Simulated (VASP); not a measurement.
A convergence study with VASP on MgO (rock salt): one setting is varied, all else stays as given below, so the limit is that of these other settings. Each run relaxes cell and ions from the cell shown. The basis is that of the starting cell, so low cut-offs carry a Pulay error.

```
CELL_PARAMETERS angstrom
      0.00000     2.10500     2.10500
      2.10500     0.00000     2.10500
      2.10500     2.10500     0.00000
ATOMIC_POSITIONS crystal
  Mg 0.00000 0.00000 0.00000
  O  0.50000 0.50000 0.50000
```

Method: LDA (Ceperley-Alder, Perdew-Zunger), VASP's LDA PAW potentials (set 64) (plane waves; VASP 6.6.1). The tightest run used: 800 eV cut-off, 9×9×9 Γ-centred mesh, Gaussian smearing of 0.050 eV, potentials Mg O.

Gaps are read on the run's mesh, which can miss a band edge.

Question: The settings run are ENCUT = 250; ENCUT = 300; ENCUT = 350; ENCUT = 400; ENCUT = 450; ENCUT = 500; ENCUT = 550; ENCUT = 600; ENCUT = 650; ENCUT = 700; ENCUT = 750; ENCUT = 800. From which on does the relaxed volume stay within 0.1 Å³/atom of the tightest run?

Answer: From ENCUT = 450 on: it is off by 0.026 there and by no more than 0.1 in any finer run, while ENCUT = 400 is off by 0.151.
```tsv
setting	relaxed volume (Å³/atom)	E (eV/atom)	gap on the mesh (eV)	plane waves	difference judged (Å³/atom)
ENCUT = 250	7.277	-7.5493	7.495	175	1.629
ENCUT = 300	7.973	-7.0122	6.353	229	0.933
ENCUT = 350	8.475	-6.8119	5.672	290	0.431
ENCUT = 400	8.755	-6.7479	5.319	347	0.151
ENCUT = 450	8.880	-6.7280	5.168	419	0.026
ENCUT = 500	8.908	-6.7234	5.134	495	0.002
ENCUT = 550	8.900	-6.7239	5.143	556	0.006
ENCUT = 600	8.891	-6.7256	5.154	634	0.015
ENCUT = 650	8.890	-6.7269	5.158	725	0.016
ENCUT = 700	8.894	-6.7276	5.153	801	0.012
ENCUT = 750	8.901	-6.7277	5.146	893	0.005
ENCUT = 800	8.906	-6.7277	5.140	969	0.000
```

Left out are rungs that failed or repeat a setting and relaxations that didn't move; long series are thinned to 24 rows.

The compound is MgO in the rock salt structure.
